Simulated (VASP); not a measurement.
# KMg6Ti (Amm2) in VASP: a series of runs

The runs below take KMg6Ti through single point, atomic charges, with PBE, r2SCAN+D4, vdW-DF.

Everything below comes from runs of VASP 6.6.1. Logs are shortened: lines on timing, memory, paths and dates and some standing lists are left out, and cuts for length are marked.

## Step 1: Starting point

Symmetry: Amm2, No. 38, orthorhombic system. The conventional cell has a = 5.281 Å, b = 6.651 Å, c = 11.279 Å, α = 90.00°, β = 90.00°, γ = 90.00°. Ti (site symmetry mm2) has 12 Mg at 3.18 to 3.33 Å as nearest neighbours. K (site symmetry mm2) is surrounded by 12 Mg at 3.28 to 3.33 Å. Mg (site symmetry mm2) has 8 Mg at 3.08 to 3.47 Å and 2 Ti at 3.20 Å and 2 K at 3.33 Å as nearest neighbours. Around Mg (site symmetry m) lie 7 Mg at 3.08 to 3.47 Å and 2 Ti at 3.18 Å and 2 K at 3.28 Å. Mg (site symmetry mm2) has 8 Mg at 3.12 to 3.43 Å and 2 K at 3.31 Å and 2 Ti at 3.33 Å as nearest neighbours. Mg (site symmetry m) is surrounded by 8 Mg at 3.12 to 3.48 Å and 2 Ti at 3.26 to 3.29 Å and 2 K at 3.30 Å.

The cell comes from a database or a generator and needn't be the stable form of this composition.

## Step 2: Single point, PBE

Contents of INCAR:

```
PREC     = Accurate       # precision mode
ENCUT    = 500            # plane-wave cutoff, eV
EDIFF    = 1E-7           # SCF threshold, eV
ISMEAR   = 0              # smearing method
SIGMA    = 0.1            # smearing width, eV
LREAL    = False          # projectors in reciprocal space
LASPH    = True           # aspherical terms in the spheres
NELM     = 100            # most SCF steps
ALGO     = Normal         # electronic algorithm
ISIF     = 2              # what is computed and relaxed
LWAVE    = False          # write WAVECAR
LCHARG   = True           # write CHGCAR
GGA      = PE             # functional
LELF     = True           # ELF
LVHAR    = True
```

Contents of KPOINTS:

```
regular mesh
0
Gamma
  5 5 5
```

Contents of POSCAR:

```
KMg6Ti
1.0
    5.2809240000      0.0000000000      0.0000000000
    0.0000000000      3.3253510000      5.6397100000
    0.0000000000     -3.3253510000      5.6397100000
Ti K Mg
1 1 6
Cartesian
    0.0000000000      0.0000000000     10.3334827211
    2.6404620000      0.0000000000      6.5834252331
    2.6404620000      0.0000000000      0.8642404398
    2.6404620000     -1.7841605481      3.8361251023
    2.6404620000      1.7841605481      3.8361251023
    0.0000000000      0.0000000000      4.5829524196
    0.0000000000     -1.7397338587      7.5406701306
    0.0000000000      1.7397338587      7.5406701306
```

Potentials or basis: VASP PAW PBE potentials, release 64 (Ti, K_pv, Mg).

The run is started by

```sh
$ cat potpaw_PBE.64/Ti/POTCAR potpaw_PBE.64/K_pv/POTCAR potpaw_PBE.64/Mg/POTCAR > POTCAR
$ mpirun -np 1 vasp_std > vasp.out
```

OUTCAR:

```text
PREC = Accurate
   ENCUT = 500
   EDIFF = 1E-7
   ISMEAR = 0
   LREAL = False
   LASPH = True
   NELM = 100
   ISIF = 2
   GGA = PE

 ion  position               nearest neighbor table
   1  0.000  0.916  0.916-   4 3.18   5 3.18   4 3.18   5 3.18   3 3.20   3 3.20   8 3.26   7 3.26
                             7 3.29   8 3.29   6 3.33   6 3.33
   2  0.500  0.584  0.584-   5 3.28   4 3.28   4 3.28   5 3.28   7 3.30   8 3.30   7 3.30   8 3.30
                             6 3.31   6 3.31   3 3.33   3 3.33
   3  0.500  0.077  0.077-   4 3.08   5 3.08   1 3.20   1 3.20   8 3.25   7 3.25   7 3.25   8 3.25
                             2 3.33   2 3.33   5 3.47   4 3.47
   4  0.500  0.072  0.608-   3 3.08   5 3.08   1 3.18   1 3.18   6 3.27   6 3.27   2 3.28   2 3.28
                             8 3.28   8 3.28   3 3.47   5 3.57
   5  0.500  0.608  0.072-   3 3.08   4 3.08   1 3.18   1 3.18   6 3.27   6 3.27   2 3.28   2 3.28
                             7 3.28   7 3.28   3 3.47   4 3.57
   6  0.000  0.406  0.406-   7 3.12   8 3.12   4 3.27   5 3.27   4 3.27   5 3.27   2 3.31   2 3.31
                             1 3.33   1 3.33   8 3.43   7 3.43
   7  0.000  0.407  0.930-   6 3.12   8 3.17   3 3.25   3 3.25   1 3.26   5 3.28   5 3.28   1 3.29
                             2 3.30   2 3.30   6 3.43   8 3.48
   8  0.000  0.930  0.407-   6 3.12   7 3.17   3 3.25   3 3.25   1 3.26   4 3.28   4 3.28   1 3.29
                             2 3.30   2 3.30   6 3.43   7 3.48

  LATTYP: Found a base centered orthorhombic cell.
 ALAT       =     6.6507020000
 B/A-ratio  =     1.6959743498
 C/A-ratio  =     0.7940400878

  Lattice vectors:

 A1 = (   0.0000000000,   3.3253510000,  -5.6397100000)
 A2 = (   0.0000000000,   3.3253510000,   5.6397100000)
 A3 = (   5.2809240000,   0.0000000000,   0.0000000000)

Analysis of symmetry for initial positions (statically):
=====================================================================
 Subroutine PRICEL returns:
 Original cell was already a primitive cell.

 Routine SETGRP: Setting up the symmetry group for a
 base centered orthorhombic supercell.

 Subroutine GETGRP returns: Found  4 space group operations
 (whereof  4 operations were pure point group operations)
 out of a pool of  8 trial point group operations.

The static configuration has the point symmetry C_2v.

Analysis of symmetry for dynamics (positions and initial velocities):
=====================================================================
 Subroutine PRICEL returns:
 Original cell was already a primitive cell.

 Routine SETGRP: Setting up the symmetry group for a
 base centered orthorhombic supercell.

 Subroutine GETGRP returns: Found  4 space group operations
 (whereof  4 operations were pure point group operations)
 out of a pool of  8 trial point group operations.

The dynamic configuration has the point symmetry C_2v.

 Subroutine INISYM returns: Found  4 space group operations
 (whereof  4 operations are pure point group operations),
 and found     1 'primitive' translations

----------------------------------------------------------------------------------------

                                     Primitive cell

  volume of cell :     198.0771

  direct lattice vectors                    reciprocal lattice vectors
     5.280924000  0.000000000  0.000000000     0.189360801  0.000000000  0.000000000
     0.000000000  3.325351000  5.639710000     0.000000000  0.150360067  0.088657041
     0.000000000 -3.325351000  5.639710000     0.000000000 -0.150360067  0.088657041

  length of vectors
     5.280924000  6.547082416  6.547082416     0.189360801  0.174551484  0.174551484

  position of ions in fractional coordinates (direct lattice)
     0.000000000  0.916136000  0.916136000
     0.500000000  0.583667000  0.583667000
     0.500000000  0.076621000  0.076621000
     0.500000000  0.071833000  0.608366000
     0.500000000  0.608366000  0.071833000
     0.000000000  0.406311000  0.406311000
     0.000000000  0.406947000  0.930120000
     0.000000000  0.930120000  0.406947000

[... 54 lines left out ...]
      1     -12.7622      2.00000
      2     -12.7519      2.00000
      3     -12.7057      2.00000
      4      -4.3216      2.00000
      5      -0.5603      2.00000
      6      -0.3436      2.00000
[... 8 lines left out ...]
     15       2.8718      0.00000
     16       2.8906      0.00000

 k-point     2 :       0.2000    0.0000    0.0000
  band No.  band energies     occupation
      1     -12.7613      2.00000
      2     -12.7510      2.00000
      3     -12.7145      2.00000
      4      -4.0924      2.00000
      5      -1.0813      2.00000
      6      -0.1753      2.00000
[... 8 lines left out ...]
     15       2.6134      0.00000
     16       2.6292      0.00000

 k-point     3 :       0.4000    0.0000    0.0000
  band No.  band energies     occupation
      1     -12.7598      2.00000
      2     -12.7494      2.00000
      3     -12.7286      2.00000
      4      -3.4225      2.00000
      5      -2.3626      2.00000
      6       0.2819      2.00000
[... 8 lines left out ...]
     15       1.9685      0.00091
     16       2.0139      0.00007

 k-point     4 :       0.0000    0.2000    0.0000
  band No.  band energies     occupation
      1     -12.7633      2.00000
      2     -12.7535      2.00000
      3     -12.7056      2.00000
      4      -4.1294      2.00000
      5      -1.5243      2.00000
      6      -0.5374      2.00000
[... 8 lines left out ...]
     15       2.8491      0.00000
     16       2.9100      0.00000
[... 324 lines left out ...]
 k-point    22 :       0.0000    0.4000    0.4000
  band No.  band energies     occupation
      1     -12.7679      2.00000
      2     -12.7536      2.00000
      3     -12.7054      2.00000
      4      -3.5565      2.00000
      5      -2.5867      2.00000
      6      -0.9016      2.00000
[... 8 lines left out ...]
     15       2.9643      0.00000
     16       3.0250      0.00000

 k-point    23 :       0.2000    0.4000    0.4000
  band No.  band energies     occupation
      1     -12.7669      2.00000
      2     -12.7526      2.00000
      3     -12.7141      2.00000
      4      -3.3408      2.00000
      5      -2.3746      2.00000
      6      -0.7792      2.00000
[... 8 lines left out ...]
     15       2.8692      0.00000
     16       2.8886      0.00000

 k-point    24 :       0.4000    0.4000    0.4000
  band No.  band energies     occupation
      1     -12.7651      2.00000
      2     -12.7510      2.00000
      3     -12.7280      2.00000
      4      -2.7107      2.00000
      5      -1.8302      2.00000
      6      -1.6005      2.00000
[... 8 lines left out ...]
     15       2.6052      0.00000
     16       2.8400      0.00000

 [... further k-points ...]
[... 5 lines left out ...]
  --------------------------------------------------------------------------------------
  -------------------------------------------------------------------------------------
  Total       -1.8302401     -0.1442881      0.2947851      0.0000000      0.0000000      0.0000000
  in kB      -14.8041842     -1.1670971      2.3844153      0.0000000      0.0000000      0.0000000
  external PRESSURE =      -4.5289553 kB  Pullay stress =       0.0000000 kB

 VOLUME and BASIS-vectors are now :
 -----------------------------------------------------------------------------
  energy-cutoff  :      500.00
  volume of cell :      198.08
      direct lattice vectors                 reciprocal lattice vectors
     5.280924000  0.000000000  0.000000000     0.189360801  0.000000000  0.000000000
     0.000000000  3.325351000  5.639710000     0.000000000  0.150360067  0.088657041
     0.000000000 -3.325351000  5.639710000     0.000000000 -0.150360067  0.088657041

 POSITION                                       TOTAL-FORCE (eV/Angst)
 -----------------------------------------------------------------------------------
      0.00000      0.00000     10.33348         0.000000      0.000000      0.010229
      2.64046      0.00000      6.58343         0.000000      0.000000     -0.001887
      2.64046      0.00000      0.86424         0.000000      0.000000      0.053821
      2.64046     -1.78416      3.83613         0.000000      0.075804     -0.041354
      2.64046      1.78416      3.83613         0.000000     -0.075804     -0.041354
      0.00000      0.00000      4.58295         0.000000      0.000000     -0.023981
      0.00000     -1.73973      7.54067         0.000000     -0.041485      0.022263
      0.00000      1.73973      7.54067         0.000000      0.041485      0.022263
 -----------------------------------------------------------------------------------
    total drift:                               -0.000000      0.000000     -0.000093

  FREE ENERGIE OF THE ION-ELECTRON SYSTEM (eV)
  ---------------------------------------------------
  free  energy   TOTEN  =       -15.6641417986 eV

  energy  without entropy=      -15.6161154928  energy(sigma->0) =      -15.64012865
```

It took 71 s on 1 thread of AMD EPYC 9R45 (Zen 5), shared host; peak memory 0.32 GiB.

Results:

| Item | Value |
| --- | --- |
| Free energy | -15.6641 eV |
| Pressure | -0.5 GPa |
| Largest force | 0.086 eV/Å |
| Band gap on the k mesh | none (metal or under the smearing width) |

Forces on the atoms (eV/Å):
```
Ti   0.000  0.000  0.010
K    0.000  0.000 -0.002
Mg   0.000  0.000  0.054
Mg   0.000  0.076 -0.041
Mg   0.000 -0.076 -0.041
Mg   0.000  0.000 -0.024
Mg   0.000 -0.041  0.022
Mg   0.000  0.041  0.022
```

Stress tensor (GPa, compression positive):
```
-1.48  0.00  0.00
 0.00 -0.12  0.00
 0.00  0.00  0.24
```

Levels at points of the mesh, in eV from the Fermi level:
```csv
k point,band 8,band 9,band 10,band 11,band 12,band 13,band 14,band 15
"(0.00, 0.00, 0.00)",-1.41,-1.28,-1.16,-0.83,0.11,0.13,0.26,1.14
```

## Step 3: Single point, PBE

Contents of run.py:

```python
from ase.calculators.vasp import Vasp
from ase.dft.bandgap import bandgap
from ase.spacegroup import crystal

atoms = crystal(
    ['Ti', 'K', 'Mg', 'Mg', 'Mg', 'Mg'],
    basis=[[0.0, 0.5, 0.416136], [0.5, 0.5, 0.083667], [0.5, 0.5, 0.576621], [0.5, 0.2317335, 0.8400995], [0.0, 0.5, 0.906311], [0.0, 0.2384135, 0.1685335]],
    spacegroup=38,
    setting=1,
    cellpar=[5.280924, 6.650702, 11.27942, 90.0, 90.0, 90.0],
    primitive_cell=True,
)
calc = Vasp(
    directory='calc',
    xc='pbe',
    pp='PBE',
    setups='minimal',
    prec='Accurate',
    encut=500,
    ediff=1e-06,
    ismear=0,
    sigma=0.1,
    lreal=False,
    lasph=True,
    nelm=100,
    algo='Fast',
    isif=2,
    lwave=False,
    lcharg=True,
    lelf=True,
    lvhar=True,
    kpts=[5, 5, 5],
    gamma=True,
    nbands=22,
)
atoms.calc = calc

print('energy (eV):', atoms.get_potential_energy())
print('free energy (eV):', atoms.get_potential_energy(force_consistent=True))
print('forces (eV/A):')
print(atoms.get_forces())
print('stress (eV/A^3, Voigt):', atoms.get_stress())
print('Fermi level (eV):', calc.get_fermi_level())
gap, top, bottom = bandgap(calc)
print('band gap (eV):', gap, 'from (spin, k, band)', top, 'to', bottom)
```

Potentials or basis: VASP PAW PBE potentials, release 64 (Mg, Ti, K_pv).

The run is started by

```sh
$ python run.py
```

Wall time 88 s (1 thread of AMD EPYC 9R45 (Zen 5), shared host); peak memory 0.34 GiB.

It converged, with:

```
Free energy            : -15.6641 eV
Pressure               : -0.5 GPa
Largest force          : 0.086 eV/Å
Band gap on the k mesh : none (metal or under the smearing width)
```

Forces on the atoms (eV/Å):
```
Mg   0.000  0.000  0.054
Mg   0.000  0.076 -0.041
Mg   0.000 -0.076 -0.041
Mg   0.000  0.000 -0.024
Ti   0.000  0.000  0.010
K    0.000  0.000 -0.002
Mg   0.000 -0.041  0.022
Mg   0.000  0.041  0.022
```

Stress tensor (GPa, compression positive):
```
-1.48  0.00  0.00
 0.00 -0.12  0.00
 0.00  0.00  0.24
```

Levels at points of the mesh, in eV from the Fermi level:
```tsv
k point	band 8	band 9	band 10	band 11	band 12	band 13	band 14	band 15
(0.00, 0.00, 0.00)	-1.41	-1.28	-1.16	-0.83	0.11	0.12	0.26	1.14
```

## Step 4: Atomic charges, r2SCAN+D4 (cell strained at random at fixed volume)

Contents of INCAR:

```
ALGO     = Normal         # electronic algorithm
EDIFF    = 1E-7           # SCF threshold, eV
ENCUT    = 500            # plane-wave cutoff, eV
ISIF     = 2              # what is computed and relaxed
ISMEAR   = 1              # smearing method
IVDW     = 13             # dispersion correction
LASPH    = True           # aspherical terms in the spheres
LCHARG   = True           # write CHGCAR
LELF     = True           # ELF
LMIXTAU  = True         
LORBIT   = 11             # projections on sites
LREAL    = False          # projectors in reciprocal space
LVHAR    = True         
LWAVE    = False          # write WAVECAR
METAGGA  = R2SCAN         # meta-GGA
NELM     = 100            # most SCF steps
PREC     = Accurate       # precision mode
SIGMA    = 0.1            # smearing width, eV
VDW_A1   = 0.51559235   
VDW_A2   = 5.77342911   
VDW_S6   = 1.0          
VDW_S8   = 0.6018749
```

Contents of KPOINTS:

```
k-points
0
Gamma
  5 5 5
```

Contents of POSCAR:

```
KMg6Ti
1.0
    5.4222730000     -0.0055640000     -0.0547950000
   -0.0620220000      3.3249510000      5.6481850000
   -0.0550140000     -3.1901400000      5.5686960000
Ti K Mg
1 1 6
Direct
    0.0000000000      0.9161360000      0.9161360000
    0.5000000000      0.5836670000      0.5836670000
    0.5000000000      0.0766210000      0.0766210000
    0.5000000000      0.0718330000      0.6083660000
    0.5000000000      0.6083660000      0.0718330000
    0.0000000000      0.4063110000      0.4063110000
    0.0000000000      0.4069470000      0.9301200000
    0.0000000000      0.9301200000      0.4069470000
```

Potentials or basis: VASP PAW PBE potentials, release 64 (Ti, K_pv, Mg).

The run is started by

```sh
$ cat potpaw_PBE.64/Ti/POTCAR potpaw_PBE.64/K_pv/POTCAR potpaw_PBE.64/Mg/POTCAR > POTCAR
$ mpirun -np 1 vasp_std > vasp.out
```

Run time: 9.9 min. Hardware: 1 thread of AMD EPYC 9R45 (Zen 5), shared host; peak memory 0.45 GiB.

It converged, with:

```
Free energy                                           : -41.5963 eV
Pressure                                              : -1.2 GPa
Largest force                                         : 0.183 eV/Å
Band gap on the k mesh                                : none (metal or under the smearing width)
Valence electrons inside the program's atomic spheres : Ti 2.83; K 6.66; Mg 0.34, 0.33
Dispersion energy per atom                            : -0.046 eV
```

Forces in eV/Å, atoms in the order of the input:
```
Ti   0.004 -0.026  0.017
K    0.000  0.014 -0.014
Mg   0.001 -0.007  0.042
Mg  -0.003  0.163 -0.083
Mg  -0.004 -0.071 -0.028
Mg  -0.046 -0.038  0.058
Mg   0.021  0.008 -0.012
Mg   0.027 -0.044  0.021
```

Stress tensor (GPa, compression positive):
```
-3.80  0.03  0.15
 0.03  0.09 -0.52
 0.15 -0.52 -0.02
```

Levels at points of the mesh, in eV from the Fermi level:
```tsv
k point	band 7	band 8	band 9	band 10	band 11	band 12	band 13	band 14	band 15	band 16
(0.00, 0.00, 0.00)	-1.87	-1.55	-1.28	-1.17	-1.13	0.11	0.12	0.27	1.26	1.30
```

Caveat: the PAW data sets were made with another functional, which shifts forces and pressure a little; pairwise dispersion overbinds metals, which lowers pressure and volume.

## Step 5: Single point, vdW-DF (cell strained at random at fixed volume)

Contents of INCAR:

```
SYSTEM = KMg6Ti
PREC = Accurate
ENCUT = 520
EDIFF = 1E-7
ISMEAR = 1
SIGMA = 0.2
LREAL = .FALSE.
LASPH = .TRUE.
NELM = 100
ALGO = Normal
ISIF = 2
LWAVE = .FALSE.
LCHARG = .FALSE.
GGA = RE
LUSE_VDW = .TRUE.
AGGAC = 0.0
NBANDS = 26
```

Contents of KPOINTS:

```
regular mesh
0
G
  5 5 5
  0 0 0
```

Edit POSCAR of step 4 so:

```diff
@@ -2,5 +2,5 @@
 1.0
-    5.4222730000     -0.0055640000     -0.0547950000
-   -0.0620220000      3.3249510000      5.6481850000
-   -0.0550140000     -3.1901400000      5.5686960000
+    5.3476420000     -0.0500460000     -0.0123340000
+   -0.0446850000      3.3636480000      5.5800670000
+    0.0183420000     -3.2981730000      5.5414600000
 Ti K Mg
```

Potentials or basis: VASP PAW PBE potentials, release 64 (Ti_sv, K_sv, Mg).

The run is started by

```sh
$ cat potpaw_PBE.64/Ti_sv/POTCAR potpaw_PBE.64/K_sv/POTCAR potpaw_PBE.64/Mg/POTCAR > POTCAR
$ mpirun -np 1 vasp_std > vasp.out
```

Wall time 4.6 min (1 thread of AMD EPYC 9R45 (Zen 5), shared host); peak memory 0.96 GiB.

It converged, with:

```yaml
Free_energy: 1.0574 eV
Pressure: 0.4 GPa
Largest_force: 0.125 eV/Å
Band_gap_on_the_k_mesh: none (metal or under the smearing width)
```

Forces on the atoms (eV/Å):
```
Ti  -0.001 -0.008 -0.013
K    0.002  0.009  0.005
Mg   0.002 -0.006  0.125
Mg   0.005  0.102 -0.066
Mg  -0.002 -0.065 -0.040
Mg  -0.012 -0.018  0.029
Mg  -0.029 -0.005 -0.028
Mg   0.034 -0.009 -0.012
```

Stress tensor (GPa, compression positive):
```
-1.45  0.22  0.05
 0.22  0.82 -0.26
 0.05 -0.26  1.78
```

Levels at points of the mesh, in eV from the Fermi level:
| k point | band 13 | band 14 | band 15 | band 16 | band 17 | band 18 | band 19 | band 20 |
| --- | --- | --- | --- | --- | --- | --- | --- | --- |
| (0.00, 0.00, 0.00) | -1.41 | -1.28 | -1.07 | -0.91 | 0.09 | 0.12 | 0.27 | 1.15 |

Caveat: the PAW data sets were made with another functional, which shifts forces and pressure a little.

## Step 6: Summary

```tsv
task	level	potentials or basis	cell	cutoff (eV)	smearing	gap on the mesh (eV)	pressure (GPa)	largest force (eV/Å)
single point	PBE	VASP PAW PBE potentials, release 64 (Ti, K_pv, Mg)	as given	500	gaussian 0.1 eV	none	-0.5	0.09
single point	PBE	VASP PAW PBE potentials, release 64 (Mg, Ti, K_pv)	as given	500	gaussian 0.1 eV	none	-0.5	0.09
atomic charges	r2SCAN+D4	VASP PAW PBE potentials, release 64 (Ti, K_pv, Mg)	cell strained at random at fixed volume	500	methfessel-paxton 0.1 eV	none	-1.2	0.18
single point	vdW-DF	VASP PAW PBE potentials, release 64 (Ti_sv, K_sv, Mg)	cell strained at random at fixed volume	520	methfessel-paxton 0.2 eV	none	0.4	0.12
```

Alike in all rows: no spin polarisation; k mesh 5 × 5 × 5.

Caveats: the PAW data sets were made with another functional, which shifts forces and pressure a little (some runs); pairwise dispersion overbinds metals, which lowers pressure and volume (some runs).

Total energies depend on the potentials used, so only differences within one code and one set of settings carry meaning.
